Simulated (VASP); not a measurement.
All values below come from LDA (Ceperley-Alder, Perdew-Zunger), VASP's LDA PAW potentials (set 64) (plane waves; VASP 6.6.1).

The input files of a VASP run:

File POSCAR:
```
Rh
1.0
  0.0000000000   1.8765507632   1.8765507632
  1.8765507632   0.0000000000   1.8765507632
  1.8765507632   1.8765507632   0.0000000000
Rh
1
Cartesian
  0.0000000000   1.8765507632   1.8765507632
```

KPOINTS:
```
Automatic mesh
0
Gamma
15 15 15
0 0 0
```

**INCAR**
```
SYSTEM  =  Rh
PREC  =  Accurate; ENCUT  =  400; LREAL  =  .FALSE.
LASPH  =  .TRUE.
EDIFF  =  1E-6; NELM  =  100; ALGO  =  Normal
LMAXMIX  =  4
ISMEAR  =  1; SIGMA  =  0.1
IBRION  =  2; NSW  =  60; ISIF  =  3
EDIFFG  =  -0.01
LWAVE  =  .FALSE.; LCHARG  =  .FALSE.
```

POTCAR, in this order: Rh_pv (LDA.64 set). Program: vasp_std.

Output

File OSZICAR:
```
       N       E                     dE             d eps       ncg     rms          rms(c)
DAV:   1     0.941884775940E+02    0.94188E+02   -0.81294E+03  2656   0.122E+03
DAV:   2    -0.800046835100E+01   -0.10219E+03   -0.97983E+02  2721   0.345E+02
DAV:   3    -0.924535661837E+01   -0.12449E+01   -0.12383E+01  3054   0.434E+01
DAV:   4    -0.925252803584E+01   -0.71714E-02   -0.71709E-02  2898   0.340E+00
DAV:   5    -0.925263081750E+01   -0.10278E-03   -0.10278E-03  3011   0.381E-01    0.117E+01
DAV:   6    -0.871293713026E+01    0.53969E+00   -0.12123E+00  2754   0.164E+01    0.403E+00
DAV:   7    -0.868842978035E+01    0.24507E-01   -0.24427E-02  3009   0.193E+00    0.186E+00
DAV:   8    -0.868280542327E+01    0.56244E-02   -0.46143E-03  2823   0.113E+00    0.199E-01
DAV:   9    -0.868267228449E+01    0.13314E-03   -0.11437E-04  3099   0.173E-01    0.511E-02
DAV:  10    -0.868267796732E+01   -0.56828E-05   -0.29877E-06  2832   0.257E-02    0.364E-03
DAV:  11    -0.868267798358E+01   -0.16261E-07   -0.19746E-07  1557   0.662E-03
   1 F= -.86826780E+01 E0= -.86826269E+01  d E =-.868268E+01
       N       E                     dE             d eps       ncg     rms          rms(c)
DAV:   1    -0.868732451610E+01   -0.46465E-02   -0.72745E-02  2751   0.451E+00    0.516E-01
DAV:   2    -0.868261353296E+01    0.47110E-02   -0.11349E-02  2736   0.163E+00    0.864E-02
DAV:   3    -0.868255292179E+01    0.60611E-04   -0.17060E-04  2901   0.184E-01    0.488E-02
DAV:   4    -0.868255704465E+01   -0.41229E-05   -0.34004E-05  2802   0.730E-02    0.321E-03
DAV:   5    -0.868255684505E+01    0.19960E-06   -0.61448E-07  1878   0.126E-02
   2 F= -.86825568E+01 E0= -.86825068E+01  d E =0.121139E-03
       N       E                     dE             d eps       ncg     rms          rms(c)
DAV:   1    -0.868557029698E+01   -0.30133E-02   -0.44063E-02  2754   0.352E+00    0.394E-01
DAV:   2    -0.868272237451E+01    0.28479E-02   -0.68862E-03  2724   0.127E+00    0.696E-02
DAV:   3    -0.868268680985E+01    0.35565E-04   -0.10159E-04  2892   0.142E-01    0.384E-02
DAV:   4    -0.868268917338E+01   -0.23635E-05   -0.20387E-05  2781   0.566E-02    0.245E-03
DAV:   5    -0.868268908198E+01    0.91393E-07   -0.41293E-07  1782   0.104E-02
   3 F= -.86826891E+01 E0= -.86826382E+01  d E =-.110984E-04
```

OUTCAR:
```
------------------------ aborting loop because EDIFF is reached ----------------------------------------
  FORCE on cell =-STRESS in cart. coord.  units (eV):
  Direction    XX          YY          ZZ          XY          YZ          ZX
  --------------------------------------------------------------------------------------
  Total        0.0010716      0.0010716      0.0010716      0.0000000     -0.0000000      0.0000000
  in kB        0.1300248      0.1300248      0.1300248      0.0000000     -0.0000000      0.0000000
  external PRESSURE =       0.1300248 kB  Pullay stress =       0.0000000 kB
  volume of cell :       13.20
      direct lattice vectors                 reciprocal lattice vectors
     0.000000000  1.875990798  1.875990798    -0.266525828  0.266525828  0.266525828
     1.875990798 -0.000000000  1.875990798     0.266525828 -0.266525828  0.266525828
     1.875990798  1.875990798  0.000000000     0.266525828  0.266525828 -0.266525828
 POSITION                                       TOTAL-FORCE (eV/Angst)
 -----------------------------------------------------------------------------------
      0.00000      0.00000      0.00000        -0.000000     -0.000000     -0.000000
 -----------------------------------------------------------------------------------
    total drift:                                0.000000     -0.000000      0.000000
  FREE ENERGIE OF THE ION-ELECTRON SYSTEM (eV)
  ---------------------------------------------------
  free  energy   TOTEN  =        -8.6826890820 eV

  energy  without entropy=       -8.6825363155  energy(sigma->0) =       -8.68263816

 reached required accuracy - stopping structural energy minimisation
```
(Selected blocks of OUTCAR.)

CONTCAR:
```
Rh
   1.00000000000000
     0.0000000000000000    1.8759907983084458    1.8759907983084458
     1.8759907983084458   -0.0000000000000000    1.8759907983084458
     1.8759907983084458    1.8759907983084458    0.0000000000000000
  Rh
     1
Direct
     0.0000000000000000    0.0000000000000000    0.0000000000000000
```

The compound is Rh in the fcc structure. This run relaxes it. Symmetry was kept, so distortions that lower it aren't found. The start is the result of an earlier pass.
